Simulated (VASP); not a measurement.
# Be3Te2Se (I-4m2) in VASP: settings compared

Aim: see how the results for Be3Te2Se move with the level of theory and the settings. Levels: PBE, r2SCAN. Tasks: relaxation of cell and atoms, single point.

Everything below comes from runs of VASP 6.6.1. Logs are shortened: lines on timing, memory, paths and dates and some standing lists are left out, and cuts for length are marked.

### 1 Starting point

It takes space group I-4m2 (No. 119, tetragonal). The conventional cell has a = 3.910 Å, b = 3.910 Å, c = 16.478 Å, α = 90.00°, β = 90.00°, γ = 90.00°. Around Be (site symmetry -4m2) lie 4 Te at 2.43 Å. Around Be (site symmetry 2mm) lie 2 Se at 2.31 Å and 2 Te at 2.43 Å. Around Te (site symmetry 2mm) lie 4 Be at 2.43 Å. Around Se (site symmetry -4m2) lie 4 Be at 2.31 Å.

The cell was built by a generator and needn't be a form met in nature.

### 2 Relaxation of cell and atoms, PBE

Contents of INCAR:

```
SYSTEM = Be3Te2Se
  ALGO = Normal
  EDIFF = 1E-6
  EDIFFG = -0.01
  ENCUT = 520
  GGA = PE
  IBRION = 2
  ISIF = 3
  ISMEAR = 0
  KPAR = 8
  LASPH = .TRUE.
  LCHARG = .FALSE.
  LREAL = .FALSE.
  LWAVE = .FALSE.
  NELM = 120
  NSW = 90
  PREC = Accurate
  SIGMA = 0.03
```

Contents of KPOINTS:

```
k-points
0
G
  10 10 10
  0 0 0
```

Contents of POSCAR:

```
Be3Te2Se
1.0
   -1.9550000000      1.9550000000      8.2390000000
    1.9550000000     -1.9550000000      8.2390000000
    1.9550000000      1.9550000000     -8.2390000000
Be Te Se
3 2 1
Direct
    0.7500000000      0.2500000000      0.5000000000
    0.0744629200      0.5744629200      0.5000000000
    0.4255370800      0.9255370800      0.5000000000
    0.6625197200      0.6625197200      0.0000000000
    0.3374802800      0.3374802800      0.0000000000
    0.0000000000      0.0000000000      0.0000000000
```

Potentials or basis: VASP PAW PBE potentials, release 64 (Be, Te, Se).

The run is started by

```bash
$ cat potpaw_PBE.64/Be/POTCAR potpaw_PBE.64/Te/POTCAR potpaw_PBE.64/Se/POTCAR > POTCAR
$ mpirun -np 8 vasp_std > vasp.out
```

OUTCAR:

```text
SYSTEM = Be3Te2Se
   EDIFF = 1E-6
   EDIFFG = -0.01
   ENCUT = 520
   GGA = PE
   IBRION = 2
   ISIF = 3
   ISMEAR = 0
   LASPH = .TRUE.
   LREAL = .FALSE.
   NELM = 120
   NSW = 90
   PREC = Accurate

 ion  position               nearest neighbor table
   1  0.750  0.250  0.500-   5 2.43   4 2.43   5 2.43   4 2.43
   2  0.074  0.574  0.500-   6 2.31   6 2.31   4 2.43   4 2.43
   3  0.426  0.926  0.500-   6 2.31   6 2.31   5 2.43   5 2.43
   4  0.663  0.663  0.000-   1 2.43   1 2.43   2 2.43   2 2.43
   5  0.337  0.337  0.000-   1 2.43   1 2.43   3 2.43   3 2.43
   6  0.000  0.000  0.000-   3 2.31   2 2.31   2 2.31   3 2.31

  LATTYP: Found a body centered tetragonal cell.
 ALAT       =     3.9100000000
 C/A-ratio  =     4.2143222506

  Lattice vectors:

 A1 = (  -1.9550000000,   1.9550000000,   8.2390000000)
 A2 = (   1.9550000000,  -1.9550000000,   8.2390000000)
 A3 = (   1.9550000000,   1.9550000000,  -8.2390000000)

Analysis of symmetry for initial positions (statically):
=====================================================================
 Subroutine PRICEL returns:
 Original cell was already a primitive cell.

 Routine SETGRP: Setting up the symmetry group for a
 body centered tetragonal supercell.

 Subroutine GETGRP returns: Found  8 space group operations
 (whereof  8 operations were pure point group operations)
 out of a pool of 16 trial point group operations.

The static configuration has the point symmetry D_2d.

Analysis of symmetry for dynamics (positions and initial velocities):
=====================================================================
 Subroutine PRICEL returns:
 Original cell was already a primitive cell.

 Routine SETGRP: Setting up the symmetry group for a
 body centered tetragonal supercell.

 Subroutine GETGRP returns: Found  8 space group operations
 (whereof  8 operations were pure point group operations)
 out of a pool of 16 trial point group operations.

The dynamic configuration has the point symmetry D_2d.

 Subroutine INISYM returns: Found  8 space group operations
 (whereof  8 operations are pure point group operations),
 and found     1 'primitive' translations

----------------------------------------------------------------------------------------

                                     Primitive cell
[... 109 lines left out ...]
   PSTRESS=    0.0 pullay stress
   NELECT =      24.0000    total number of electrons
   NUPDOWN=      -1.0000    fix difference up-down
   EMIN   =  10.00;   EMAX   =-10.00  energy-range for DOS
   EFERMI =   0.00;   METHOD = LEGACY
   ISMEAR =     0;   SIGMA  =   0.03  broadening in eV -4-tet -1-fermi 0-gaus
   EFERMI_NEDOS =   21; number of points for ismear=-14 and -15
   IALGO  =     38    algorithm
   IMIX   =      4    mixing-type and parameters
     AMIX     =   0.40;   BMIX     =  1.00
     AMIX_MAG =   1.60;   BMIX_MAG =  1.00
  volume/ion in A,a.u.               =      20.99       141.67
  Fermi-wavevector in a.u.,A,eV,Ry     =   0.942040  1.780197 12.074340  0.887439
  Thomas-Fermi vector in A             =   2.069610
   LORBIT       =      0    0 simple, 1 ext, 2 COOP (PROOUT), +10 PAW based schemes
   GGA     = PE    functional components
   LHFCALC =     F    Hartree Fock is set to
   AEXX    =    0.0000 exact exchange contribution
   IVDW    =     0    specifies the selected vdW correction
   LEPSILON=     F    determine dielectric tensor
   LRPA    =     F    only Hartree local field effects (RPA)
 conjugate gradient relaxation of ions
 non-spin polarized calculation
 Gauss-broadening in eV      SIGMA  =   0.03
  energy-cutoff  :      520.00
  volume of cell :      125.96
 maximum number of plane-waves:      3430
 NGX is ok and might be reduce to    70
   NGX = 33   NGY = 33   NGZ = 33

--------------------------------------- Ionic step        1  -------------------------------------------

 number of electron      24.0000000 magnetization

 Free energy of the ion-electron system (eV)
  ---------------------------------------------------
  ext. energy  EPLUGINS =         0.00000000
  ---------------------------------------------------
  free energy    TOTEN  =       -23.92136484 eV

  energy without entropy =      -23.92136484  energy(sigma->0) =      -23.92136484

------------------------ aborting loop because EDIFF is reached ----------------------------------------

  FORCE on cell =-STRESS in cart. coord.  units (eV):
  Direction    XX          YY          ZZ          XY          YZ          ZX
  --------------------------------------------------------------------------------------
  -------------------------------------------------------------------------------------
  Total       -0.2221054     -0.2221054     -0.0539358      0.0000000      0.0000000      0.0000000
  in kB       -2.8251513     -2.8251513     -0.6860567      0.0000000      0.0000000      0.0000000
  external PRESSURE =      -2.1121198 kB  Pullay stress =       0.0000000 kB
[... 107 lines left out ...]
--------------------------------------- Ionic step        4  -------------------------------------------

 number of electron      24.0000000 magnetization

 Free energy of the ion-electron system (eV)
  ---------------------------------------------------
  ext. energy  EPLUGINS =         0.00000000
  ---------------------------------------------------
  free energy    TOTEN  =       -23.92185958 eV

  energy without entropy =      -23.92185958  energy(sigma->0) =      -23.92185958

 E-fermi :   4.6703     XC(G=0):  -9.0996

 val. band max:        4.5397842349   @ k =   0.0000   0.0000   0.0000
 cond. band min:       6.5657159565   @ k =   0.5000   0.5000   0.5000
 fundamental gap:      2.0259317216
 Fermi energy:         4.6703387734

 k-point     1 :       0.0000    0.0000    0.0000
  band No.  band energies     occupation
      1      -8.8360      2.00000
      2      -7.0846      2.00000
      3      -6.4909      2.00000
      4       0.3827      2.00000
      5       0.6018      2.00000
      6       1.7312      2.00000
[... 433 lines left out ...]
      3      -5.8955      2.00000
      4      -0.3752      2.00000
      5      -0.2518      2.00000
      6       0.0982      2.00000
[... 8 lines left out ...]
     15       9.0903      0.00000
     16       9.2001      0.00000

 [... further k-points ...]

------------------------ aborting loop because EDIFF is reached ----------------------------------------

  FORCE on cell =-STRESS in cart. coord.  units (eV):
  Direction    XX          YY          ZZ          XY          YZ          ZX
  --------------------------------------------------------------------------------------
  -------------------------------------------------------------------------------------
  Total       -0.0032896     -0.0032896      0.0522875      0.0000000      0.0000000      0.0000000
  in kB       -0.0420025     -0.0420025      0.6676232      0.0000000      0.0000000      0.0000000
  external PRESSURE =       0.1945394 kB  Pullay stress =       0.0000000 kB
[... 21 lines left out ...]
  FREE ENERGIE OF THE ION-ELECTRON SYSTEM (eV)
  ---------------------------------------------------
  free  energy   TOTEN  =       -23.9218595849 eV

  energy  without entropy=      -23.9218595849  energy(sigma->0) =      -23.92185958

 reached required accuracy - stopping structural energy minimisation
```

It took 4.5 min on 8 MPI ranks of Intel Xeon Platinum 8559C (Emerald Rapids), shared host; peak memory 0.91 GiB.

Results:

* Free energy: -23.9219 eV
* Relaxed volume: 20.91 Å³/atom
* Relaxed cell: a = 8.691 Å, b = 8.691 Å, c = 8.691 Å, α = 154.05°, β = 154.05°, γ = 37.02°
* Space group after relaxing (to 0.05 Å): I-4m2 (No. 119)
* Energy gained by relaxing: 0.1 meV/atom
* Ionic steps: 4
* Pressure after relaxing: 0.0 GPa
* Largest force after relaxing: 0.004 eV/Å
* Band gap on the k mesh: 2.03 eV, indirect (least direct gap 2.11 eV)

Forces in eV/Å, atoms in the order of the input:
```
Be   0.000  0.000  0.000
Be   0.000  0.000  0.004
Be   0.000  0.000 -0.004
Te   0.000  0.000  0.003
Te   0.000  0.000 -0.003
Se   0.000  0.000  0.000
```

Step by step:
```
step  energy change (eV)  largest force (eV/Å)  pressure (GPa)  volume (Å³)
   1              0.0000                0.0156           -0.21       125.96
   2             -0.0004                0.0056            0.03       125.45
   3             -0.0004                0.0056            0.03       125.45
   4             -0.0005                0.0038            0.02       125.48
```

Final structure:
```xyz
6
Lattice="-1.9510 1.9510 8.2412 1.9510 -1.9510 8.2412 1.9510 1.9510 -8.2412" Properties=species:S:1:pos:R:3 pbc="T T T"
Be    0.0000    1.9510    4.1206
Be    1.9510    0.0000    1.2284
Be    1.9510    0.0000    7.0127
Te    0.0000    0.0000   10.9200
Te    1.9510    1.9510   -2.6788
Se   -1.9510    1.9510    8.2412
```

Caveat: spin-orbit coupling is left out, which moves the levels of the heavy elements. A k mesh can miss the band edges.

### 3 Relaxation of cell and atoms, PBE

This run uses another cell than the first one, of 20.91 Å³/atom, 0.996 times its volume.

INCAR: that of step 2 with these lines changed.

```diff
@@ -2,4 +2,4 @@
   ALGO = Normal
-  EDIFF = 1E-6
-  EDIFFG = -0.01
+  EDIFF = 1E-7
+  EDIFFG = -0.005
   ENCUT = 520
@@ -15,3 +15,4 @@
   NELM = 120
-  NSW = 90
+  NSW = 60
+  POTIM = 0.3
   PREC = Accurate
```

KPOINTS is that of step 2.

Contents of POSCAR:

```
Be3Te2Se                                
1.0
   -1.9510328046      1.9510328046      8.2411579796
    1.9510328046     -1.9510328046      8.2411579796
    1.9510328046      1.9510328046     -8.2411579796
  Be              Te              Se            
     3     2     1
Direct
     0.7500000000000000    0.2500000000000000    0.5000000000000000
     0.0745295326148744    0.5745295326148744    0.5000000000000000
     0.4254704673851257    0.9254704673851256    0.5000000000000000
     0.6625259874799406    0.6625259874799406    0.0000000000000000
     0.3374740125200594    0.3374740125200594    1.0000000000000000
     1.0000000000000000    0.0000000000000000    0.0000000000000000
```

Potentials or basis: VASP PAW PBE potentials, release 64 (Be, Te, Se).

The run is started by

```bash
$ cat potpaw_PBE.64/Be/POTCAR potpaw_PBE.64/Te/POTCAR potpaw_PBE.64/Se/POTCAR > POTCAR
$ mpirun -np 8 vasp_std > vasp.out
```

Run time: 4.5 min. Hardware: 8 MPI ranks of Intel Xeon Platinum 8559C (Emerald Rapids), shared host; peak memory 0.91 GiB.

The run converged. Its results:

```
Free energy                            : -23.9219 eV
Relaxed volume                         : 20.93 Å³/atom
Relaxed cell                           : a = 8.697 Å, b = 8.697 Å, c = 8.697 Å, α = 154.07°, β = 154.07°, γ = 36.99°
Space group after relaxing (to 0.05 Å) : I-4m2 (No. 119)
Energy gained by relaxing              : 0.0 meV/atom
Ionic steps                            : 3
Pressure after relaxing                : 0.0 GPa
Largest force after relaxing           : 0.003 eV/Å
Band gap on the k mesh                 : 2.03 eV, indirect (least direct gap 2.11 eV)
```

Forces on the atoms (eV/Å):
```
Be   0.000  0.000  0.000
Be   0.000  0.000  0.003
Be   0.000  0.000 -0.003
Te   0.000  0.000  0.002
Te   0.000  0.000 -0.002
Se   0.000  0.000  0.000
```

Final structure:
```
Be Te Se
1.0
    -1.95098    1.95098    8.24741
     1.95098   -1.95098    8.24741
     1.95098    1.95098   -8.24741
Be Te Se
3 2 1
Direct
  0.75000 0.25000 0.50000
  0.07455 0.57455 0.50000
  0.42545 0.92545 0.50000
  0.66254 0.66254 0.00000
  0.33746 0.33746 0.00000
  0.00000 0.00000 0.00000
```

Levels at points of the mesh, in eV from the valence-band top:
```tsv
k point	band 10	band 11	band 12	band 13	band 14	band 15
(0.00, 0.00, 0.00)	-0.14	0.00	0.00	2.11	2.63	3.57
(0.50, 0.00, 0.00)	-1.20	-0.83	-0.77	3.01	3.94	4.24
(0.50, 0.50, 0.00)	-3.05	-2.67	-2.59	2.09	3.01	3.80
(0.50, 0.50, 0.50)	-1.26	-0.69	-0.69	2.03	2.97	3.18
```

Caveat: spin-orbit coupling is left out, which moves the levels of the heavy elements. A k mesh can miss the band edges.

### 4 Single point, r2SCAN

This run uses another cell than the first one, of 20.93 Å³/atom, 0.997 times its volume.

Contents of INCAR:

```
PREC = Accurate ; ENCUT = 520
EDIFF = 1E-6 ; ISMEAR = 0
SIGMA = 0.03 ; LREAL = False
LASPH = True ; NELM = 150
ALGO = Normal ; ISIF = 2
LWAVE = False ; LCHARG = False
METAGGA = R2SCAN ; LMIXTAU = True
KPAR = 8
```

Contents of KPOINTS:

```
Automatic mesh
0
Gamma
  10 10 10
```

Contents of POSCAR:

```
Be3Te2Se                                
1.0
   -1.9509797001      1.9509797001      8.2474091798
    1.9509797001     -1.9509797001      8.2474091798
    1.9509797001      1.9509797001     -8.2474091798
  Be              Te              Se            
     3     2     1
Direct
     0.7500000000000000    0.2500000000000000    0.5000000000000000
     0.0745496425225719    0.5745496425225719    0.5000000000000000
     0.4254503574774281    0.9254503574774281    0.5000000000000000
     0.6625441541585328    0.6625441541585328    0.0000000000000000
     0.3374558458414673    0.3374558458414673    0.0000000000000000
     0.0000000000000000    0.0000000000000000    0.0000000000000000
```

Potentials or basis: VASP PAW PBE potentials, release 64 (Be, Te, Se).

The run is started by

```bash
$ cat potpaw_PBE.64/Be/POTCAR potpaw_PBE.64/Te/POTCAR potpaw_PBE.64/Se/POTCAR > POTCAR
$ mpirun -np 8 vasp_std > vasp.out
```

OUTCAR:

```text
PREC = Accurate
   ENCUT = 520
   EDIFF = 1E-6
   ISMEAR = 0
   LREAL = False
   LASPH = True
   NELM = 150
   ISIF = 2
   METAGGA = R2SCAN

 ion  position               nearest neighbor table
   1  0.750  0.250  0.500-   5 2.43   4 2.43   5 2.43   4 2.43
   2  0.075  0.575  0.500-   6 2.31   6 2.31   4 2.43   4 2.43
   3  0.425  0.925  0.500-   6 2.31   6 2.31   5 2.43   5 2.43
   4  0.663  0.663  0.000-   1 2.43   1 2.43   2 2.43   2 2.43
   5  0.337  0.337  0.000-   1 2.43   1 2.43   3 2.43   3 2.43
   6  0.000  0.000  0.000-   2 2.31   3 2.31   2 2.31   3 2.31

  LATTYP: Found a body centered tetragonal cell.
[... 663 lines left out ...]
  -------------------------------------------------------------------------------------
  Total       -0.2539293     -0.2539293     -0.2590546      0.0000000      0.0000000      0.0000000
  in kB       -3.2399657     -3.2399657     -3.3053610      0.0000000      0.0000000      0.0000000
  external PRESSURE =      -3.2617642 kB  Pullay stress =       0.0000000 kB

 VOLUME and BASIS-vectors are now :
 -----------------------------------------------------------------------------
  energy-cutoff  :      520.00
  volume of cell :      125.57
      direct lattice vectors                 reciprocal lattice vectors
    -1.950979700  1.950979700  8.247409180     0.000000000  0.256281498  0.060625099
     1.950979700 -1.950979700  8.247409180     0.256281498  0.000000000  0.060625099
     1.950979700  1.950979700 -8.247409180     0.256281498  0.256281498  0.000000000

 POSITION                                       TOTAL-FORCE (eV/Angst)
 -----------------------------------------------------------------------------------
     -0.00000      1.95098      4.12370        -0.000000      0.000000     -0.000000
      1.95098     -0.00000      1.22968        -0.000000      0.000000     -0.005797
      1.95098      0.00000      7.01773        -0.000000      0.000000      0.005797
      0.00000      0.00000     10.92855         0.000000     -0.000000     -0.011750
      0.00000      0.00000      5.56627         0.000000     -0.000000      0.011750
      0.00000      0.00000      0.00000        -0.000000      0.000000      0.000000
 -----------------------------------------------------------------------------------
    total drift:                                0.000000     -0.000000      0.000000

  FREE ENERGIE OF THE ION-ELECTRON SYSTEM (eV)
  ---------------------------------------------------
  free  energy   TOTEN  =       -81.6931598911 eV

  energy  without entropy=      -81.6931598911  energy(sigma->0) =      -81.69315989
```

OSZICAR:

```text
N       E                     dE             d eps       ncg     rms          rms(c)
DAV:   1     0.329732433389E+02    0.32973E+02   -0.96666E+03  3264   0.127E+03
DAV:   2    -0.785433216602E+02   -0.11152E+03   -0.10955E+03  4320   0.185E+02
DAV:   3    -0.851070295458E+02   -0.65637E+01   -0.65468E+01  4520   0.537E+01
[... 12 lines left out ...]
DAV:  16    -0.816931455397E+02   -0.71385E-04   -0.12962E-04  4224   0.847E-02    0.872E-03
DAV:  17    -0.816931554160E+02   -0.98764E-05   -0.90083E-06  4584   0.234E-02    0.766E-03
DAV:  18    -0.816931570011E+02   -0.15850E-05   -0.15019E-06  3256   0.100E-02    0.498E-03
DAV:  19    -0.816931585158E+02   -0.15148E-05   -0.27673E-06  4016   0.124E-02    0.786E-03
DAV:  20    -0.816931599512E+02   -0.14354E-05   -0.12093E-06  2512   0.920E-03    0.432E-03
DAV:  21    -0.816931598911E+02    0.60056E-07   -0.34202E-07  2344   0.456E-03
   1 F= -.81693160E+02 E0= -.81693160E+02  d E =-.128234E-11
```

It took 9.3 min on 8 MPI ranks of Intel Xeon Platinum 8559C (Emerald Rapids), shared host; peak memory 0.95 GiB.

What came out:

* Free energy: -81.6932 eV
* Pressure: -0.3 GPa
* Largest force: 0.012 eV/Å
* Band gap on the k mesh: 2.42 eV, indirect (least direct gap 2.52 eV)

Forces in eV/Å, atoms in the order of the input:
```
Be   0.000  0.000  0.000
Be   0.000  0.000 -0.006
Be   0.000  0.000  0.006
Te   0.000  0.000 -0.012
Te   0.000  0.000  0.012
Se   0.000  0.000  0.000
```

Caveat: the PAW data sets were made with another functional, which shifts forces and pressure a little; spin-orbit coupling is left out, which moves the levels of the heavy elements. r2SCAN opens gaps a little over a GGA but as a rule still falls short of measured ones.
